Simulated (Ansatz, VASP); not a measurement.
# LuAs in two plane-wave programs

One calculation is typed for both programs; each brings its own data sets. How far apart do they land? The cell is taken from a series of runs on this material, whose earlier steps may have relaxed, scaled, displaced or heated it; both programs get it as it stands.

Program: Ansatz 0.2.0. Level of theory: plane waves, with VASP 6.6.1 beside it; zone-centre phonons at r2SCAN. Results are calculated unless marked as measured.

**1. Starting point**

The structure is cubic, space group Fm-3m (No. 225). Conventional cell: a = 5.677 Å, b = 5.677 Å, c = 5.677 Å, α = 90.00°, β = 90.00°, γ = 90.00°. Nearest to Lu lie 6 As at 2.84 Å. Nearest to As lie 6 Lu at 2.84 Å. Farther neighbours are not listed.

**2. VASP: zone-centre phonons, r2SCAN**

Second derivatives magnify differences that forces hide, and they need a tight electronic threshold.

Lines of VASP's logs that name or quote its potential files are left out, and so is its time.

INCAR

```
SYSTEM = LuAs
PREC = Accurate
ENCUT = 550
EDIFF = 1E-08
NELM = 120
ISMEAR = 1
SIGMA = 0.15
LREAL = .FALSE.
ALGO = Normal
METAGGA = R2SCAN
LASPH = .TRUE.
NBANDS = 13
LORBIT = 11
LWAVE = .FALSE.
LCHARG = .FALSE.
ISIF = 2
IBRION = 6
NFREE = 2
POTIM = 0.015
NSW = 1
GGA_COMPAT = .FALSE.
LMIXTAU = .TRUE.
KPAR = 2
```

POSCAR

```
LuAs
1.0
    0.0000000000      2.8384554193      2.8384554193
    2.8384554193      0.0000000000      2.8384554193
    2.8384554193      2.8384554193      0.0000000000
Lu As
1 1
Direct
    0.5000000000      0.5000000000      0.5000000000
    0.0000000000      0.0000000000      0.0000000000
```

KPOINTS

```
Automatic mesh
0
Gamma
12 12 12
0 0 0
```

The projector-augmented-wave data sets are Lu_3 and As (PBE family, release 64).

The run is started by

```bash
> mpirun -np 2 vasp_std
```

Numbers of over 12 decimals in the logs are rounded to 6 here.

What it wrote:

```text
[banner, memory and clock lines left out]
running    2 mpi-ranks, on    1 nodes
 distrk:  each k-point on    1 cores,    2 groups
 distr:  one band on    1 cores,    1 groups

 POSCAR found type information on POSCAR LuAs
 POSCAR found :  2 types and       2 ions
|                                                                             |
|               ----> ADVICE to this user running VASP <----                  |
|                                                                             |
|     You enforced a specific xc type in the INCAR file but a different       |
|     [... a line on the potential file left out ...]
|     I HOPE YOU KNOW WHAT YOU ARE DOING!                                     |
|                                                                             |

 LDA part: xc-table for (None), standard interpolation
 POSCAR, INCAR and KPOINTS ok, starting setup
 FFT: planning ... GRIDC
 FFT: planning ... GRID_SOFT
 FFT: planning ... GRID
 WAVECAR not read
 entering main loop
       N       E                     dE             d eps       ncg     rms          rms(c)
DAV:   1    -0.118511112678E+02   -0.11851E+02   -0.67484E+03  2732   0.123E+03
DAV:   2    -0.560403343898E+02   -0.44189E+02   -0.41156E+02  3192   0.396E+02
DAV:   3    -0.578949453207E+02   -0.18546E+01   -0.18373E+01  2722   0.548E+01
DAV:   4    -0.579090372043E+02   -0.14092E-01   -0.14005E-01  3027   0.313E+00
DAV:   5    -0.579091505571E+02   -0.11335E-03   -0.11333E-03  2630   0.230E-01    0.252E+01
DAV:   6    -0.562101677765E+02    0.16990E+01   -0.10580E+00  3108   0.211E+01    0.141E+01
DAV:   7    -0.562862824426E+02   -0.76115E-01   -0.44839E-01  3318   0.749E+00    0.304E+00
DAV:   8    -0.561958154820E+02    0.90467E-01   -0.24278E-01  2903   0.544E+00    0.545E-01
DAV:   9    -0.562286947438E+02   -0.32879E-01   -0.19092E-01  3017   0.430E+00    0.130E+00
DAV:  10    -0.562588952140E+02   -0.30200E-01   -0.40895E-02  2950   0.176E+00    0.504E-01
DAV:  11    -0.562587634416E+02    0.13177E-03   -0.30041E-03  3314   0.511E-01    0.251E-01
DAV:  12    -0.562588545747E+02   -0.91133E-04   -0.75742E-04  2997   0.253E-01    0.887E-02
DAV:  13    -0.562596747609E+02   -0.82019E-03   -0.10304E-03  2820   0.324E-01    0.556E-02
DAV:  14    -0.562597256095E+02   -0.50849E-04   -0.26818E-05  2867   0.487E-02    0.619E-02
[...]
DAV:  18    -0.562597065221E+02   -0.58143E-06   -0.91109E-08  2855   0.292E-03    0.962E-04
DAV:  19    -0.562597069225E+02   -0.40031E-06   -0.14157E-07  2793   0.437E-03    0.289E-04
DAV:  20    -0.562597071467E+02   -0.22429E-06   -0.38471E-09  1159   0.131E-03    0.234E-04
DAV:  21    -0.562597071003E+02    0.46418E-07   -0.16514E-09   961   0.158E-03    0.159E-04
DAV:  22    -0.562597070388E+02    0.61530E-07   -0.13752E-09   966   0.661E-04    0.493E-05
DAV:  23    -0.562597070744E+02   -0.35626E-07   -0.63201E-10   951   0.997E-04    0.712E-05
DAV:  24    -0.562597070519E+02    0.22492E-07   -0.40723E-10   951   0.469E-04    0.290E-05
DAV:  25    -0.562597070491E+02    0.28048E-08   -0.29345E-10   941   0.659E-04
   1 F= -.56259707E+02 E0= -.56259631E+02  d E =-.229230E-03
[...]
2 F= -.56259144E+02 E0= -.56259071E+02  d E =-.218860E-03
[...]
3 F= -.56259144E+02 E0= -.56259071E+02  d E =-.218859E-03
[...]
4 F= -.56259142E+02 E0= -.56259069E+02  d E =-.218856E-03
 Finite differences progress:
  Degree of freedom:   2/  2
  Displacement:        1/  2
  Total:               3/  4
 bond charge predicted
       N       E                     dE             d eps       ncg     rms          rms(c)
DAV:   1    -0.562579705418E+02    0.11711E-02   -0.34902E-01  4638   0.290E+00    0.285E-01
DAV:   2    -0.562591686968E+02   -0.11982E-02   -0.11999E-02  6101   0.836E-01    0.127E-01
DAV:   3    -0.562590472194E+02    0.12148E-03   -0.56053E-04  5760   0.294E-01    0.259E-02
DAV:   4    -0.562591298163E+02   -0.82597E-04   -0.26155E-04  5319   0.138E-01    0.154E-02
DAV:   5    -0.562590837784E+02    0.46038E-04   -0.10569E-04  4886   0.104E-01    0.863E-03
DAV:   6    -0.562591321901E+02   -0.48412E-04   -0.10158E-04  4953   0.107E-01    0.613E-03
DAV:   7    -0.562591407614E+02   -0.85713E-05   -0.38890E-06  5813   0.223E-02    0.187E-03
DAV:   8    -0.562591416675E+02   -0.90603E-06   -0.12136E-06  4603   0.111E-02    0.270E-04
DAV:   9    -0.562591415248E+02    0.14268E-06   -0.24291E-07  5221   0.661E-03    0.408E-04
DAV:  10    -0.562591416190E+02   -0.94196E-07   -0.10048E-08  3613   0.160E-03    0.275E-04
DAV:  11    -0.562591416320E+02   -0.12989E-07   -0.42194E-09  2284   0.948E-04    0.124E-04
DAV:  12    -0.562591416436E+02   -0.11592E-07   -0.11147E-09  2164   0.894E-04    0.716E-05
DAV:  13    -0.562591416483E+02   -0.47406E-08   -0.48262E-10  2149   0.589E-04
   5 F= -.56259142E+02 E0= -.56259069E+02  d E =-.218855E-03
 Finite differences progress:
  Degree of freedom:   2/  2
  Displacement:        2/  2
  Total:               4/  4
```

Parts of OUTCAR (step 2):

```text
ion  position               nearest neighbor table
   1  0.500  0.500  0.500-   2 2.84   2 2.84   2 2.84   2 2.84   2 2.84   2 2.84
   2  0.000  0.000  0.000-   1 2.84   1 2.84   1 2.84   1 2.84   1 2.84   1 2.84

  LATTYP: Found a face centered cubic cell.
 ALAT       =     5.6769108386

 Subroutine GETGRP returns: Found 48 space group operations
 (whereof 48 operations were pure point group operations)

The static configuration has the point symmetry O_h .

 Found     72 irreducible k-points:

   k-points           NKPTS =     72   k-points in BZ     NKDIM =     72   number of bands    NBANDS=     13

   dimension x,y,z NGX =    32 NGY =   32 NGZ =   32
   dimension x,y,z NGXF=    64 NGYF=   64 NGZF=   64

   ENCUT  =  550.0 eV  40.42 Ry    6.36 a.u.   7.68  7.68  7.68*2*pi/ulx,y,z

   NELECT =      14.0000    total number of electrons

 k-points in reciprocal lattice and weights: Automatic mesh
   0.00000000  0.00000000  0.00000000       0.001
   0.08333333  0.00000000  0.00000000       0.005
   0.16666667  0.00000000  0.00000000       0.005
   0.25000000  0.00000000  0.00000000       0.005
   0.33333333  0.00000000  0.00000000       0.005
   0.41666667  0.00000000  0.00000000       0.005
   0.50000000  0.00000000  0.00000000       0.002
   0.08333333  0.08333333  0.00000000       0.003
   0.16666667  0.08333333  0.00000000       0.014
[...]
-0.33333333  0.50000000  0.16666667       0.007
  -0.25000000  0.50000000  0.25000000       0.003

 average (electrostatic) potential at core
       1 -36.2678       2 -53.9285

 E-fermi :   4.0395

 k-point     1 :       0.0000    0.0000    0.0000
  band No.  band energies     occupation
      1     -23.8299      2.00000
      2     -23.8299      2.00000
      3     -23.8299      2.00000
      4      -8.1069      2.00000
      5       4.4048     -0.00308
      6       4.4050     -0.00307
      7       4.4050     -0.00307
      8       5.7741     -0.00000
      9       5.7765     -0.00000
    ...

 k-point     2 :       0.0833    0.0000    0.0000
  band No.  band energies     occupation
    ...
      3     -23.8306      2.00000
      4      -8.0166      2.00000
      5       3.6064      2.00035
      6       3.9662      1.72797
      7       3.9680      1.71454
      8       5.9481     -0.00000
      9       5.9500     -0.00000
     10       6.0427     -0.00000
     11       7.1039      0.00000
     12       7.1064      0.00000
    ...

 k-point     3 :       0.1667    0.0000    0.0000
  band No.  band energies     occupation
    ...
      3     -23.8326      2.00000
      4      -7.7562      2.00000
      5       2.2780      2.00000
      6       3.2427      2.00000
      7       3.2434      2.00000
      8       6.2543     -0.00000
      9       6.3075     -0.00000
     10       6.3079     -0.00000
     11       8.2357      0.00000
     12       8.2370      0.00000
    ...

  Total       -0.0171114     -0.0246574     -0.0246574      0.0000000      0.0000000      0.0000000
  in kB       -0.5994030     -0.8637362     -0.8637362      0.0000000      0.0000000      0.0000000
  external PRESSURE =      -0.7756251 kB  Pullay stress =       0.0000000 kB

  energy-cutoff  :      550.00
  volume of cell :       45.74
      direct lattice vectors                 reciprocal lattice vectors
     0.000000000  2.838455419  2.838455419    -0.176152141  0.176152141  0.176152141
     2.838455419  0.000000000  2.838455419     0.176152141 -0.176152141  0.176152141
     2.838455419  2.838455419  0.000000000     0.176152141  0.176152141 -0.176152141

 POSITION                                       TOTAL-FORCE (eV/Angst)
 -----------------------------------------------------------------------------------
      2.83846      2.83846      2.83846        -0.076553      0.000000      0.000000
     -0.01500      0.00000      0.00000         0.076553      0.000000      0.000000
 -----------------------------------------------------------------------------------
    total drift:                               -0.000183      0.000000      0.000000

  FREE ENERGIE OF THE ION-ELECTRON SYSTEM (eV)
  ---------------------------------------------------
  free  energy   TOTEN  =       -56.2591416483 eV

  energy  without entropy=      -56.2589227934  energy(sigma->0) =      -56.25906870

 Eigenvectors and eigenvalues of the dynamical matrix
 ----------------------------------------------------

   1 f  =    4.875541 THz    30.633930 2PiTHz  162.630555 cm-1    20.163610 meV
             X         Y         Z           dx          dy          dz
      2.838455  2.838455  2.838455    -0.547371    0.000000    0.000000
      0.000000  0.000000  0.000000     0.836890    0.000000    0.000000

   2 f  =    4.875541 THz    30.633930 2PiTHz  162.630555 cm-1    20.163610 meV
             X         Y         Z           dx          dy          dz
      2.838455  2.838455  2.838455     0.000000    0.547371    0.000000
      0.000000  0.000000  0.000000     0.000000   -0.836890    0.000000

   3 f  =    4.875541 THz    30.633930 2PiTHz  162.630555 cm-1    20.163610 meV
             X         Y         Z           dx          dy          dz
      2.838455  2.838455  2.838455     0.000000    0.000000   -0.547371
      0.000000  0.000000  0.000000     0.000000    0.000000    0.836890

   4 f/i=    0.001099 THz     0.006903 2PiTHz    0.036647 cm-1     0.004544 meV
             X         Y         Z           dx          dy          dz
      2.838455  2.838455  2.838455     0.000000   -0.836890    0.000000
      0.000000  0.000000  0.000000     0.000000   -0.547371    0.000000

   5 f/i=    0.001099 THz     0.006903 2PiTHz    0.036647 cm-1     0.004544 meV
             X         Y         Z           dx          dy          dz
      2.838455  2.838455  2.838455     0.000000    0.000000    0.836890
      0.000000  0.000000  0.000000     0.000000    0.000000    0.547371

   6 f/i=    0.001099 THz     0.006903 2PiTHz    0.036647 cm-1     0.004544 meV
             X         Y         Z           dx          dy          dz
      2.838455  2.838455  2.838455    -0.836890    0.000000    0.000000
      0.000000  0.000000  0.000000    -0.547371    0.000000    0.000000

 ELASTIC MODULI CONTR FROM IONIC RELAXATION (kBar)
 Direction    XX          YY          ZZ          XY          YZ          ZX
 --------------------------------------------------------------------------------
 XX           0.0000      0.0000      0.0000      0.0000      0.0000      0.0000
 YY           0.0000      0.0000      0.0000      0.0000      0.0000      0.0000
 ZZ           0.0000      0.0000      0.0000      0.0000      0.0000      0.0000
 XY           0.0000      0.0000      0.0000      0.0000      0.0000      0.0000
 YZ           0.0000      0.0000      0.0000      0.0000      0.0000      0.0000
 ZX           0.0000      0.0000      0.0000      0.0000      0.0000      0.0000
 --------------------------------------------------------------------------------

 total charge
# of ion       s       p       d       tot
------------------------------------------
    1        0.332   6.574   0.985   7.891
    2        1.195   1.758   0.014   2.967
--------------------------------------------------
tot          1.528   8.332   0.998  10.858

[... 3 further parts left out ...]
```

CONTCAR:

```
LuAs
   1.00000000000000
     0.0000000000000000    2.8384554192999998    2.8384554192999998
     2.8384554192999998    0.0000000000000000    2.8384554192999998
     2.8384554192999998    2.8384554192999998    0.0000000000000000
  Lu              As
     1     1
Direct
     0.5000000000000000    0.5000000000000000    0.5000000000000000
     0.0026422821190017   -0.0026422821190017   -0.0026422821190017
```

The data set Lu_3 holds the 4f electrons frozen in the core, so no f bands or f moments appear. The last energy, forces, stress and levels in OUTCAR belong to the last displaced cell, not to the cell of POSCAR.

Levels, forces or a CONTCAR printed for this step are those of its last displaced cell, not of the structure at rest.

[end of part 1 of 2]

[Lines on the potential files, build, host, timing and source positions are cut from VASP's logs without a mark.]

[Logs are printed without paths, hosts, clocks, repeated set-up lines and the standing remarks that a program may print on its own settings, such as how far it seeks lower states.]

[Hosts, paths, dates, database ids (printed as entryN), source tags and the programs' standing remarks are cut or masked in the printed files.]
